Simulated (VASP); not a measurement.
Given:

```xyz
4
Lattice="4.0085 1.9955 1.9955 1.9955 4.0085 1.9955 1.9955 1.9955 4.0085" Properties=species:S:1:pos:R:3 pbc="T T T"
Ni     0.0000     0.0000     0.0000
Ni     3.9997     3.9997     3.9997
O      1.9999     1.9999     1.9999
O      5.9996     5.9996     5.9996
```
Starting moments (μB, in the order of the record's atoms Ni Ni O O): 1.3 -1.3 0.0 0.0.

These are PBEsol GGA, VASP's PBE PAW potentials (set 64) (plane waves; VASP) values and carry that method's errors. Run with 620 eV cut-off, 9×9×9 Γ-centred mesh, Gaussian smearing of 0.050 eV, potentials Ni O.

Problem. Estimate the cell moment, energy per atom (σ→0), pressure.

Solution. 
| Quantity | Value |
|---|---|
| cell moment | 0.00 μB |
| energy per atom (σ→0) | -6.289 eV/atom |
| pressure | 19.87 GPa |

Problem. Give the moment on each site (PAW-sphere projection).

Solution. 
```tsv
site	moment (μB)
Ni1	1.21
Ni2	-1.21
O3	0.00
O4	0.00
```

Only differences to runs with the same potentials and settings are physical.

The compound is NiO in the rock salt, AFM-II order structure. It was relaxed first under an external pressure of 20 GPa.
